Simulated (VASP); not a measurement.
A convergence study with VASP on Si (diamond): a few settings are varied, all else stays as given below, so the limit is that of these other settings. The cell's lengths are 1 % over those of the tabulated start and one atom is moved, so it is off equilibrium.

```yaml
crystal:
  lattice:
    - [0.00000, 2.74266, 2.74266]
    - [2.74266, 0.00000, 2.74266]
    - [2.74266, 2.74266, 0.00000]
  atoms:
    - { symbol: Si, position: [0.00000, 0.00000, 0.00000] }
    - { symbol: Si, position: [0.23895, 0.26105, 0.26105] }
```

Calculation: LDA (Ceperley-Alder, Perdew-Zunger), VASP's LDA PAW potentials (set 64) (plane waves; VASP 6.6.1). The last row used: 550 eV cut-off, 7×7×7 Γ-centred mesh, Gaussian smearing of 0.050 eV, potentials Si.

| setting | E (eV/atom) | pressure (GPa) | largest force (eV/Å) | electronic steps |
|---|---|---|---|---|
| ALGO = Normal, EDIFF = 1E-2 | -5.9317 | -3.74 | 0.751 | 8 |
| ALGO = Normal, EDIFF = 1E-3 | -5.9317 | -3.76 | 0.750 | 8 |
| ALGO = Normal, EDIFF = 1E-4 | -5.9317 | -3.88 | 0.751 | 9 |
| ALGO = Normal, EDIFF = 1E-5 | -5.9317 | -3.87 | 0.751 | 10 |
| ALGO = Normal, EDIFF = 1E-6 | -5.9317 | -3.86 | 0.751 | 11 |
| ALGO = Normal, EDIFF = 1E-7 | -5.9317 | -3.86 | 0.751 | 12 |
| ALGO = Normal, EDIFF = 1E-8 | -5.9317 | -3.86 | 0.751 | 12 |
| ALGO = Normal, EDIFF = 1E-9 | -5.9317 | -3.86 | 0.751 | 14 |
| ALGO = Fast, EDIFF = 1E-2 | -5.9316 | -3.56 | 0.749 | 8 |
| ALGO = Fast, EDIFF = 1E-3 | -5.9316 | -4.01 | 0.750 | 9 |
| ALGO = Fast, EDIFF = 1E-4 | -5.9317 | -3.86 | 0.751 | 10 |
| ALGO = Fast, EDIFF = 1E-5 | -5.9317 | -3.86 | 0.751 | 12 |
| ALGO = Fast, EDIFF = 1E-6 | -5.9317 | -3.86 | 0.751 | 13 |
| ALGO = Fast, EDIFF = 1E-7 | -5.9317 | -3.86 | 0.751 | 15 |
| ALGO = Fast, EDIFF = 1E-8 | -5.9317 | -3.86 | 0.751 | 17 |
| ALGO = Fast, EDIFF = 1E-9 | -5.9317 | -3.86 | 0.751 | 19 |
| ALGO = All, EDIFF = 1E-2 | -5.9307 | -3.83 | 0.750 | 8 |
| ALGO = All, EDIFF = 1E-3 | -5.9317 | -3.86 | 0.751 | 10 |
| ALGO = All, EDIFF = 1E-4 | -5.9317 | -3.86 | 0.751 | 11 |
| ALGO = All, EDIFF = 1E-5 | -5.9317 | -3.86 | 0.751 | 12 |
| ALGO = All, EDIFF = 1E-6 | -5.9317 | -3.86 | 0.751 | 13 |
| ALGO = All, EDIFF = 1E-7 | -5.9317 | -3.86 | 0.751 | 14 |
| ALGO = All, EDIFF = 1E-8 | -5.9317 | -3.86 | 0.751 | 15 |
| ALGO = All, EDIFF = 1E-9 | -5.9317 | -3.86 | 0.751 | 16 |

Left out are rungs that failed or repeat a setting and relaxations that didn't move; long series are thinned to 24 rows.

The compound is Si in the diamond structure. The cell was not relaxed at this level, it is distorted from the ideal structure.
